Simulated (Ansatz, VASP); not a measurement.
# CsSnI3 in two plane-wave programs, part 3 of 3

One calculation is typed for both programs; each brings its own data sets. How far apart do they land? The cell is taken from a series of runs on this material, whose earlier steps may have relaxed, scaled, displaced or heated it; both programs get it as it stands.

VASP 6.6.1 and Ansatz 0.2.0.

So far: The starting structure; Ansatz: zone-centre phonons, PBEsol; VASP: zone-centre phonons, PBEsol.

**3. VASP: zone-centre phonons, PBEsol (continued)**

Level of this step: PBEsol; plane waves and PAW (Cs_sv, Sn_d, I) (VASP).

Numbers of over 12 decimals in the logs are rounded to 6 here.

Parts of OUTCAR (step 3):

```text
ion  position               nearest neighbor table
   1  0.000  0.000  0.000-
   2  0.500  0.500  0.500-   3 3.07   4 3.07   5 3.07   5 3.07   4 3.07   3 3.07
   3  0.000  0.500  0.500-   2 3.07   2 3.07
   4  0.500  0.000  0.500-   2 3.07   2 3.07
   5  0.500  0.500  0.000-   2 3.07   2 3.07

  LATTYP: Found a simple cubic cell.
 ALAT       =     6.1365679280

 Subroutine GETGRP returns: Found 48 space group operations
 (whereof 48 operations were pure point group operations)

The static configuration has the point symmetry O_h .

 Found     20 irreducible k-points:

   k-points           NKPTS =     20   k-points in BZ     NKDIM =     20   number of bands    NBANDS=     28

   dimension x,y,z NGX =    48 NGY =   48 NGZ =   48
   dimension x,y,z NGXF=    96 NGYF=   96 NGZF=   96

   ENCUT  =  500.0 eV  36.75 Ry    6.06 a.u.  11.19 11.19 11.19*2*pi/ulx,y,z

   NELECT =      44.0000    total number of electrons

 k-points in reciprocal lattice and weights: Automatic mesh
   0.00000000  0.00000000  0.00000000       0.005
   0.16666667  0.00000000  0.00000000       0.028
   0.33333333  0.00000000  0.00000000       0.028
   0.50000000  0.00000000  0.00000000       0.014
   0.16666667  0.16666667  0.00000000       0.056
   0.33333333  0.16666667  0.00000000       0.111
   0.50000000  0.16666667  0.00000000       0.056
   0.33333333  0.33333333  0.00000000       0.056
   0.50000000  0.33333333  0.00000000       0.056
[...]
0.50000000  0.50000000  0.33333333       0.028
   0.50000000  0.50000000  0.50000000       0.005

 average (electrostatic) potential at core
       1 -48.7182       2-104.3419       3 -92.9821       4 -92.9821       5 -92.9821

  Total        0.0113868      0.0113868      0.0113868     -0.0000000     -0.0000000      0.0000000
  in kB        0.0789467      0.0789467      0.0789467     -0.0000000     -0.0000000      0.0000000
  external PRESSURE =       0.0789467 kB  Pullay stress =       0.0000000 kB

  energy-cutoff  :      500.00
  volume of cell :      231.09
      direct lattice vectors                 reciprocal lattice vectors
     6.136567928  0.000000000  0.000000000     0.162957538  0.000000000  0.000000000
     0.000000000  6.136567928  0.000000000     0.000000000  0.162957538  0.000000000
     0.000000000  0.000000000  6.136567928     0.000000000  0.000000000  0.162957538

 POSITION                                       TOTAL-FORCE (eV/Angst)
 -----------------------------------------------------------------------------------
      0.00000      0.00000      0.00000         0.000000      0.000000      0.000000
      3.06828      3.06828      3.06828         0.000000      0.000000      0.000000
      0.00000      3.06828      3.06828         0.000000      0.000000      0.000000
      3.06828      0.00000      3.06828         0.000000      0.000000      0.000000
      3.06828      3.06828      0.00000         0.000000      0.000000      0.000000
 -----------------------------------------------------------------------------------
    total drift:                                0.000000     -0.000000     -0.000000

 Eigenvectors and eigenvalues of the dynamical matrix
 ----------------------------------------------------

   1 f  =    2.032415 THz    12.770037 2PiTHz   67.794052 cm-1     8.405387 meV
             X         Y         Z           dx          dy          dz
      0.000000  0.000000  0.000000     0.013428    0.000512   -0.000000
      3.068284  3.068284  3.068284     0.640169    0.024419   -0.000000
      0.000000  3.068284  3.068284    -0.761579    0.002494    0.000000
      3.068284  0.000000  3.068284     0.065379   -0.029050   -0.000000
      3.068284  3.068284  0.000000     0.065379    0.002494   -0.000000

   2 f  =    2.032415 THz    12.770037 2PiTHz   67.794052 cm-1     8.405387 meV
             X         Y         Z           dx          dy          dz
      0.000000  0.000000  0.000000     0.000000   -0.000000   -0.013438
      3.068284  3.068284  3.068284     0.000000   -0.000000   -0.640634
      0.000000  3.068284  3.068284    -0.000000   -0.000000   -0.065426
      3.068284  0.000000  3.068284     0.000000    0.000000   -0.065426
      3.068284  3.068284  0.000000     0.000000   -0.000000    0.762133

   3 f  =    2.032415 THz    12.770037 2PiTHz   67.794052 cm-1     8.405387 meV
             X         Y         Z           dx          dy          dz
      0.000000  0.000000  0.000000    -0.000512    0.013428   -0.000000
      3.068284  3.068284  3.068284    -0.024419    0.640169   -0.000000
      0.000000  3.068284  3.068284     0.029050    0.065379   -0.000000
      3.068284  0.000000  3.068284    -0.002494   -0.761579   -0.000000
      3.068284  3.068284  0.000000    -0.002494    0.065379    0.000000

   4 f  =    0.688426 THz     4.325508 2PiTHz   22.963419 cm-1     2.847100 meV
             X         Y         Z           dx          dy          dz
      0.000000  0.000000  0.000000    -0.111971   -0.411417    0.018522
      3.068284  3.068284  3.068284     0.165592    0.608438   -0.027391
      0.000000  3.068284  3.068284     0.122983   -0.304653    0.013715
      3.068284  0.000000  3.068284    -0.082914    0.451881    0.013715
      3.068284  3.068284  0.000000    -0.082914   -0.304653   -0.020343

   5 f  =    0.688426 THz     4.325508 2PiTHz   22.963419 cm-1     2.847100 meV
             X         Y         Z           dx          dy          dz
      0.000000  0.000000  0.000000     0.411809   -0.111639    0.009734
      3.068284  3.068284  3.068284    -0.609018    0.165101   -0.014396
      0.000000  3.068284  3.068284    -0.452311   -0.082668    0.007208
      3.068284  0.000000  3.068284     0.304943    0.122619    0.007208
      3.068284  3.068284  0.000000     0.304943   -0.082668   -0.010692

   6 f  =    0.688426 THz     4.325508 2PiTHz   22.963419 cm-1     2.847100 meV
             X         Y         Z           dx          dy          dz
      0.000000  0.000000  0.000000     0.004539   -0.020426   -0.426271
      3.068284  3.068284  3.068284    -0.006713    0.030207    0.630405
      0.000000  3.068284  3.068284    -0.004985   -0.015125   -0.315652
      3.068284  0.000000  3.068284     0.003361    0.022435   -0.315652
      3.068284  3.068284  0.000000     0.003361   -0.015125    0.468195

   7 f  =    0.572135 THz     3.594831 2PiTHz   19.084373 cm-1     2.366160 meV
             X         Y         Z           dx          dy          dz
      0.000000  0.000000  0.000000     0.000000   -0.000000    0.000000
      3.068284  3.068284  3.068284     0.000000   -0.000000    0.000000
      0.000000  3.068284  3.068284     0.000000    0.235043   -0.657250
      3.068284  0.000000  3.068284    -0.113037   -0.000000    0.657250
      3.068284  3.068284  0.000000     0.113037   -0.235043   -0.000000

   8 f  =    0.572135 THz     3.594831 2PiTHz   19.084373 cm-1     2.366160 meV
             X         Y         Z           dx          dy          dz
      0.000000  0.000000  0.000000    -0.000000   -0.000000    0.000000
      3.068284  3.068284  3.068284     0.000000   -0.000000    0.000000
      0.000000  3.068284  3.068284     0.000000   -0.492328   -0.090161
      3.068284  0.000000  3.068284    -0.499484   -0.000000    0.090161
      3.068284  3.068284  0.000000     0.499484    0.492328    0.000000

   9 f  =    0.572135 THz     3.594831 2PiTHz   19.084373 cm-1     2.366160 meV
             X         Y         Z           dx          dy          dz
      0.000000  0.000000  0.000000     0.000000    0.000000    0.000000
      3.068284  3.068284  3.068284     0.000000   -0.000000   -0.000000
      0.000000  3.068284  3.068284    -0.000000   -0.449853   -0.244731
      3.068284  0.000000  3.068284     0.487585   -0.000000    0.244731
      3.068284  3.068284  0.000000    -0.487585    0.449853   -0.000000

  10 f  =    0.019688 THz     0.123700 2PiTHz    0.656705 cm-1     0.081421 meV
             X         Y         Z           dx          dy          dz
      0.000000  0.000000  0.000000    -0.165634   -0.499664    0.058711
      3.068284  3.068284  3.068284    -0.136138   -0.410685    0.048256
      0.000000  3.068284  3.068284    -0.139222   -0.384192    0.045143
      3.068284  0.000000  3.068284    -0.127356   -0.419987    0.045143
      3.068284  3.068284  0.000000    -0.127356   -0.384192    0.049349

  11 f  =    0.019688 THz     0.123700 2PiTHz    0.656705 cm-1     0.081421 meV
             X         Y         Z           dx          dy          dz
      0.000000  0.000000  0.000000     0.017217    0.056145    0.526400
      3.068284  3.068284  3.068284     0.014151    0.046147    0.432660
      0.000000  3.068284  3.068284     0.014472    0.043170    0.404750
      3.068284  0.000000  3.068284     0.013238    0.047192    0.404750
      3.068284  3.068284  0.000000     0.013238    0.043170    0.442460

  12 f  =    0.019688 THz     0.123700 2PiTHz    0.656705 cm-1     0.081421 meV
             X         Y         Z           dx          dy          dz
      0.000000  0.000000  0.000000    -0.502807    0.166521   -0.001315
      3.068284  3.068284  3.068284    -0.413268    0.136868   -0.001081
      0.000000  3.068284  3.068284    -0.422629    0.128038   -0.001011
      3.068284  0.000000  3.068284    -0.386609    0.139968   -0.001011
      3.068284  3.068284  0.000000    -0.386609    0.128038   -0.001106

  13 f/i=    0.218233 THz     1.371200 2PiTHz    7.279476 cm-1     0.902540 meV
             X         Y         Z           dx          dy          dz
      0.000000  0.000000  0.000000     0.001601   -0.003449   -0.732881
      3.068284  3.068284  3.068284     0.000090   -0.000194   -0.041172
      0.000000  3.068284  3.068284    -0.000076    0.002257    0.479558
      3.068284  0.000000  3.068284    -0.001048    0.000164    0.479558
      3.068284  3.068284  0.000000    -0.001048    0.002257    0.034806

  14 f/i=    0.218233 THz     1.371200 2PiTHz    7.279476 cm-1     0.902540 meV
             X         Y         Z           dx          dy          dz
      0.000000  0.000000  0.000000     0.625898    0.381288   -0.000427
      3.068284  3.068284  3.068284     0.035162    0.021420   -0.000024
      0.000000  3.068284  3.068284    -0.029725   -0.249495    0.000279
      3.068284  0.000000  3.068284    -0.409554   -0.018108    0.000279
      3.068284  3.068284  0.000000    -0.409554   -0.249495    0.000020

  15 f/i=    0.218233 THz     1.371200 2PiTHz    7.279476 cm-1     0.902540 meV
             X         Y         Z           dx          dy          dz
      0.000000  0.000000  0.000000    -0.381285    0.625889   -0.003778
      3.068284  3.068284  3.068284    -0.021420    0.035161   -0.000212
      0.000000  3.068284  3.068284     0.018108   -0.409548    0.002472
      3.068284  0.000000  3.068284     0.249492   -0.029725    0.002472
      3.068284  3.068284  0.000000     0.249492   -0.409548    0.000179

 ELASTIC MODULI CONTR FROM IONIC RELAXATION (kBar)
 Direction    XX          YY          ZZ          XY          YZ          ZX
 --------------------------------------------------------------------------------
 XX           0.0000      0.0000      0.0000      0.0000      0.0000      0.0000
 YY           0.0000      0.0000      0.0000      0.0000      0.0000      0.0000
 ZZ           0.0000      0.0000      0.0000      0.0000      0.0000      0.0000
 XY           0.0000      0.0000      0.0000      0.0000      0.0000      0.0000
 YZ           0.0000      0.0000      0.0000      0.0000      0.0000      0.0000
 ZX           0.0000      0.0000      0.0000      0.0000      0.0000      0.0000
 --------------------------------------------------------------------------------
```

**4. Comparison**

Known differences besides the potentials themselves: the data sets hold 74 valence electrons in Ansatz (on its PAW soft_1 files) and 44 in VASP; the cutoff is 420 eV in Ansatz and 500 eV in VASP; Ansatz makes its cores anew for this functional, VASP keeps those of its PBE data sets. Total energies have different zeros and are not compared.

The two programs side by side:

| quantity | Ansatz | VASP | difference |
| --- | --- | --- | --- |
| optical mode 1 to 3 (imaginary, printed as negative) (cm⁻¹) | -8.3 | -7.3 | -1.1 |
| optical mode 4 to 6 (cm⁻¹) | 19.0 | 19.1 | -0.1 |
| optical mode 7 to 9 (cm⁻¹) | 23.5 | 23.0 | +0.5 |
| optical mode 10 to 12 (cm⁻¹) | 66.1 | 67.8 | -2.53 % |

Modes are paired by rising frequency, not by their patterns, so a pair may set unlike modes beside each other; they are those without the splitting of longitudinal modes.

**5. Results**

| Quantity | Value |
| --- | --- |
| r.m.s. difference of the optical zone-centre modes, each program's sorted by frequency (zone-centre phonons, PBEsol) | 1.0 cm⁻¹ |
| difference in optical mode 10 to 12 (zone-centre phonons, PBEsol) | -2.5 % |

The r.m.s. difference of the optical zone-centre modes, each program's sorted by frequency is 1.0 cm⁻¹ (zone-centre phonons, PBEsol). The data sets hold unlike numbers of valence electrons (74 in Ansatz and 44 in VASP), so part of the differences comes from the potentials. Among the rows given in per cent, the largest difference of the zone-centre phonons, PBEsol pair is in optical mode 10 to 12, -2.5 %. Such differences can come from data sets, numerical settings and the points named under the comparisons, not from the functional's error against experiment.

[Lines on the potential files, build, host, timing and source positions are cut from VASP's logs without a mark.]

[Logs are printed without paths, hosts, clocks, repeated set-up lines and the standing remarks that a program may print on its own settings, such as how far it seeks lower states.]

[Hosts, paths, dates, database ids (printed as entryN), source tags and the programs' standing remarks are cut or masked in the printed files.]
